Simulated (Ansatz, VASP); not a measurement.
WI in VASP and in Ansatz

```
CELL_PARAMETERS angstrom
0.00000 3.02944 3.02944
3.02944 0.00000 3.02944
3.02944 3.02944 0.00000
ATOMIC_POSITIONS crystal
W 0.00000 0.00000 0.00000
I 0.25000 0.25000 0.25000
```

Alike in both runs: functional PBE; k mesh 16 × 16 × 16; occupations gaussian, width 0.1 eV; no spin polarisation.

Ansatz relaxed the structure, and its values are those at the end. VASP's run is a single point on that final structure, the one shown.

|  | VASP | Ansatz |
| --- | --- | --- |
| version | VASP 6.6.1 | Ansatz 0.2.0 |
| potentials or method | VASP PAW PBE potentials, release 64 (W_sv, I) | scalar-relativistic, plane waves, PAW |
| plane-wave cutoff (eV) | 520 | 420 |
| valence electrons in the cell | 21 | 31 |

Ansatz gave:

```
gap on the k mesh at the Fermi level (eV) : none
pressure (GPa)                            : 0.0
```

Which values does VASP return?

gap on the k mesh at the Fermi level (eV): none; pressure (GPa): -0.1.

A gap of «none» marks a metal or a gap that the smearing closes. The two sets of potentials don't hold the same shells in valence.

Caveats: an odd number of electrons without spin polarisation forces a metal; a magnetic or distorted state may lie lower. Spin-orbit coupling is left out, which matters for the levels of I, W.
